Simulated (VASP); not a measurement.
```
AlFe
1.0
    2.91000     0.00000     0.00000
    0.00000     2.91000     0.00000
    0.00000     0.00000     2.91000
Al Fe
1 1
Cartesian
  1.45500   1.45500   1.45500
  0.00000   0.00000   0.00000
```

These are r2SCAN meta-GGA, VASP's PBE PAW potentials (set 64) (plane waves; VASP) values and carry that method's errors. Numerical set-up: 400 eV cut-off, 11×11×11 Γ-centred mesh, first-order Methfessel-Paxton smearing of 0.10 eV, potentials Al Fe.

**Question.** Give the stress tensor in GPa (positive for a compressed cell).

**Answer.** 
```
-12.30    0.00    0.00
  0.00  -12.30    0.00
  0.00    0.00  -12.30
```
The pressure is its mean diagonal, -12.30 GPa.

The compound is FeAl in the CsCl type structure. The cell was not relaxed at this level. The run is one of a series of settings (GGA removed, LMIXTAU = .TRUE., METAGGA = R2SCAN against the base run), some of them coarse on purpose. The run is not spin-polarised, so no magnetic state was tried. The electron count is odd and the run is not spin-polarised, which forces a metal.
